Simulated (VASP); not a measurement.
Here is the system:

```yaml
crystal:
  lattice:
    - [-1.66859, 1.66859, 1.66859]
    - [1.66859, -1.66859, 1.66859]
    - [1.66859, 1.66859, -1.66859]
  atoms:
    - { symbol: Ge, position: [0.00000, 0.00000, 0.00000] }
```

All values below come from r2SCAN meta-GGA, VASP's PBE PAW potentials (set 64) (plane waves; VASP). Run with 400 eV cut-off, 14×14×14 Γ-centred mesh, first-order Methfessel-Paxton smearing of 0.10 eV, potentials Ge_d.

Problem. Estimate the energy per atom (σ→0), band gap (on the k-mesh) with the smallest direct gap where there is one.

Solution. 
```yaml
band gap (on the k-mesh): none (metal, semimetal or under 0.01 eV)
energy per atom (σ→0): -13.299 eV/atom
```

Total energies compare only between runs with the same potentials, cut-off and functional.

The structure was generated: Ge was put into the bcc type (Im-3m), which need not be its known phase. It was relaxed first, which changed the volume by -5 %. The start is the result of an earlier pass.
